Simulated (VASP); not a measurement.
A run of VASP 6.6.1:

Contents of INCAR:

```
SYSTEM = Au
PREC = Accurate ; ENCUT = 300
EDIFF = 1E-7 ; ISMEAR = 1
SIGMA = 0.1 ; LREAL = .False.
LASPH = .True. ; NELM = 80
ALGO = Normal ; ISIF = 2
LWAVE = .False. ; LCHARG = .False.
GGA = PE ; IBRION = 2
NSW = 40 ; EDIFFG = -0.01
```

Contents of KPOINTS:

```
regular mesh
0
Gamma
  8 8 8
  0 0 0
```

File POSCAR:

```
Au                                      
1.0
    0.0000000000      2.1055821424      2.1055821424
    2.1055821424      0.0000000000      2.1055821424
    2.1055821424      2.1055821424     -0.0000000000
  Au            
     1
Direct
     0.0000000000000000    0.0000000000000000    0.0000000000000000
```

Potentials or basis: VASP PAW PBE potentials, release 64 (Au).

Command:

```bash
$ cat potpaw_PBE.64/Au/POTCAR > POTCAR
$ mpirun -np 1 vasp_std > vasp.out
```

Hardware: 1 thread of Intel(R) Xeon(R) Platinum 8259CL CPU @ 2.50GHz (Skylake/Cascade Lake), on a shared host.

**Question.** How long does it take, and how much memory?

**Answer.** Wall time 5.2 s on 1 thread of Intel(R) Xeon(R) Platinum 8259CL CPU @ 2.50GHz (Skylake/Cascade Lake) (shared host), peak memory 0.11 GiB. Counts: scf iterations 11, k points 29, ion steps 1.
